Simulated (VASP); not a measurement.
A run of VASP 6.6.1 is set up as follows.

The input INCAR:

```
SYSTEM = TiMoSe4
  PREC = Normal
  ENCUT = 520
  EDIFF = 1E-4
  ISMEAR = 0
  SIGMA = 0.15
  LREAL = .False.
  LASPH = .True.
  NELM = 60
  ALGO = Fast
  ISIF = 3
  LWAVE = .False.
  LCHARG = .False.
  GGA = PE
  IBRION = 2
  NSW = 24
  EDIFFG = -0.08
```

The input KPOINTS:

```
regular mesh
0
Gamma
  4 4 2
  0 0 0
```

POSCAR

```
TiMoSe4
1.0
    3.2630631500      0.0000000000      0.0000000000
    0.0000000000      3.2630631500      0.0000000000
    0.0000000000      0.0000000000     12.2962379700
Ti Mo Se
1 1 4
Direct
    0.0000000000      0.0000000000      0.5000000000
    0.0000000000      0.0000000000      0.0000000000
    0.5000000000      0.5000000000      0.3645260000
    0.5000000000      0.5000000000      0.8643389900
    0.5000000000      0.5000000000      0.1356610100
    0.5000000000      0.5000000000      0.6354740000
```

Potentials or basis: VASP PAW PBE potentials, release 64 (Ti_sv, Mo_sv, Se).

The run is started by

```sh
$ cat potpaw_PBE.64/Ti_sv/POTCAR potpaw_PBE.64/Mo_sv/POTCAR potpaw_PBE.64/Se/POTCAR > POTCAR
$ mpirun -np 1 vasp_std > vasp.out
```

Task: What does it give for the relaxed volume?

Result: 23.11 Å³/atom.

Task: Estimate the band gap on the k mesh.

Result: None (metal or under the smearing width).

Final structure:
```xyz
6
Lattice="3.1120 0.0000 0.0000 0.0000 3.1120 0.0000 0.0000 0.0000 14.3161" Properties=species:S:1:pos:R:3 pbc="T T T"
Ti    0.0000    0.0000    7.1581
Mo    0.0000    0.0000    0.0000
Se    1.5560    1.5560    5.5755
Se    1.5560    1.5560   12.7708
Se    1.5560    1.5560    1.5454
Se    1.5560    1.5560    8.7407
```

Caveat: the k mesh is coarse (spacing up to 0.48 Å⁻¹), so the values aren't converged; this functional lacks dispersion, which binds the layers, so the pressure and a relaxed spacing across them are unreliable.
